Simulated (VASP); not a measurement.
An input for Quantum ESPRESSO's pw.x (written as the equivalent of a VASP run, and not itself run):

```
&CONTROL
  calculation = 'scf'
  pseudo_dir = './pseudo'
  outdir = './out'
  tprnfor = .true.
  tstress = .true.
/
&SYSTEM
  ibrav = 0
  nat = 5
  ntyp = 3
  ecutwfc = 84
  occupations = 'smearing'
  smearing = 'gaussian'
  degauss = 0.003675
  input_dft = 'rpbe'
/
&ELECTRONS
  conv_thr = 7.3e-09
  electron_maxstep = 100
/
ATOMIC_SPECIES
  Sr 87.620 Sr.upf
  Ti 47.867 Ti.upf
  O 15.999 O.upf
CELL_PARAMETERS angstrom
     4.0558029    0.0000000    0.0000000
     0.0000000    4.0558029    0.0000000
     0.0000000    0.0000000    4.0558029
ATOMIC_POSITIONS crystal
  Sr   0.0000000  0.0000000  0.0000000
  Ti   0.5000000  0.5000000  0.5000000
  O    0.5000000  0.0000000  0.5000000
  O    0.0000000  0.5000000  0.5000000
  O    0.5000000  0.5000000  0.0000000
K_POINTS automatic
  6 6 6 0 0 0
```

Problem. Translate this input to VASP (INCAR, KPOINTS, POSCAR, choice of POTCAR).

Solution. Several could match; the one computed here: 
### INCAR
```
# general
SYSTEM =SrTiO3
PREC   =Accurate
ENCUT  =520
LREAL  =.FALSE.
LASPH  =.TRUE.   # aspherical one-centre terms

# electronic loop
EDIFF  =1E-7
NELM   =100   # most electronic steps
ALGO   =Normal   # blocked Davidson
LMAXMIX=4

# smearing
ISMEAR =0
SIGMA  =0.05   # width (eV)

# functional
GGA    =RP   # RPBE

# ions
ISIF   =2

# output
LWAVE  =.FALSE.
LCHARG =.FALSE.
```

POSCAR:
```
SrTiO3
1
    4.0558028932     0.0000000000     0.0000000000
    0.0000000000     4.0558028932     0.0000000000
    0.0000000000     0.0000000000     4.0558028932
Sr Ti O
1 1 3
Direct
  0.0000000000   0.0000000000   0.0000000000
  0.5000000000   0.5000000000   0.5000000000
  0.5000000000   0.0000000000   0.5000000000
  0.0000000000   0.5000000000   0.5000000000
  0.5000000000   0.5000000000   0.0000000000
```

**KPOINTS**
```
Automatic mesh
0
Gamma
6 6 6
0 0 0
```

POTCAR, in this order: Sr_sv Ti_sv O (PBE.64 set). Program: vasp_std.

Limits of the translation: the potentials are each code's own (VASP's PAW set, PseudoDojo norm-conserving files in pw.x), so ENCUT and ecutwfc are chosen apart and not converted; conv_thr bounds pw.x's estimated SCF error, while EDIFF bounds the energy change between steps.

The compound is SrTiO3 in the cubic perovskite structure, the ideal cubic form; the compound distorts at low or room temperature. This cell is one point of a volume scan, at 1.06 of the reference volume.
